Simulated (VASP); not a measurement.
Given:

```
CELL_PARAMETERS angstrom
      0.00000     2.41612     2.41612
      2.41612     0.00000     2.41612
      2.41612     2.41612     0.00000
ATOMIC_POSITIONS crystal
  Na 0.00000 0.00000 0.00000
  H  0.50000 0.50000 0.50000
```

Calculation: PBE GGA, VASP's PBE PAW potentials (set 64) (plane waves; VASP). Settings: 520 eV cut-off, Gaussian smearing of 0.050 eV, potentials Na_pv H.

### Question
Give the energies of bands 4 to 7 at the high-symmetry points, in eV from the valence-band maximum.

### Answer

```json
[
 {"band": "4", "Γ": "-3.62", "X": "-0.18", "U": "-0.11", "L": "-0.86", "W": "0.00"},
 {"band": "5", "Γ": "10.42", "X": "4.64", "U": "5.33", "L": "3.76", "W": "6.03"},
 {"band": "6", "Γ": "15.60", "X": "10.03", "U": "6.36", "L": "10.78", "W": "6.03"},
 {"band": "7", "Γ": "15.60", "X": "10.67", "U": "11.27", "L": "13.38", "W": "8.37"}
]
```

The gap is indirect, 3.76 eV, from the valence maximum at W to the conduction minimum at L.

The compound is NaH in the rock salt structure. It was relaxed first.
